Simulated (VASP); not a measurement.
Level of theory: PBE GGA, VASP's PBE PAW potentials (set 64) (plane waves; VASP).

A VASP calculation is set up with these files.

**INCAR**
```
SYSTEM = Ge2Os
PREC = Accurate
ENCUT = 400
EDIFF = 1E-6
NELM = 100
ALGO = Normal
LREAL = .FALSE.
LASPH = .TRUE.
ISMEAR = 1
SIGMA = 0.1
GGA = PE
LMAXMIX = 6
LWAVE = .FALSE.
LCHARG = .FALSE.
ISIF = 2
```

**POSCAR**
```
Ge2Os
1
    0.0000000000     3.0825070000     3.0825070000
    3.0825070000     0.0000000000     3.0825070000
    3.0825070000     3.0825070000     0.0000000000
Os Ge
1 2
Direct
  0.0000000000   0.0000000000   0.0000000000
  0.2500000000   0.2500000000   0.2500000000
  0.7500000000   0.7500000000   0.7500000000
```

File KPOINTS:
```
Automatic mesh
0
G
 14 14 14
```

POTCAR, in this order: Os Ge_d (PBE.64 set). Program: vasp_std.

Gaps are read on the run's mesh, which can miss a band edge. Unless said otherwise, spin-orbit coupling is left out, though it shifts the bands of the heavy elements here.

**Question.** Estimate the energy per atom (σ→0), pressure, band gap (on the k-mesh).

**Answer.** 
- energy per atom (σ→0): -6.498 eV/atom
- band gap (on the k-mesh): none (metal, semimetal or under 0.01 eV)
- pressure: -10.92 GPa

### OSZICAR
```
...
DAV:   6    -0.196257703088E+02    0.21828E+00   -0.14942E+00  6220   0.666E+00    0.371E+00
DAV:   7    -0.195340000460E+02    0.91770E-01   -0.49816E-01  6208   0.566E+00    0.364E+00
DAV:   8    -0.194944737294E+02    0.39526E-01   -0.10009E-01  5706   0.213E+00    0.176E-01
DAV:   9    -0.194951185587E+02   -0.64483E-03   -0.15511E-02  6336   0.190E+00    0.114E-01
DAV:  10    -0.194949626100E+02    0.15595E-03   -0.15820E-03  6024   0.417E-01    0.482E-02
DAV:  11    -0.194950539792E+02   -0.91369E-04   -0.25159E-04  5092   0.172E-01    0.216E-02
DAV:  12    -0.194950540380E+02   -0.58811E-07   -0.59633E-06  5450   0.293E-02
   1 F= -.19495054E+02 E0= -.19495192E+02  d E =0.414864E-03
```

The structure was generated: Ge2Os was put into the fluorite type (Fm-3m), which need not be its known phase. The cell was not relaxed at this level. The run is one of a series of settings (KPOINTS 14×14×14 Γ-centred mesh against the base run), some of them coarse on purpose.
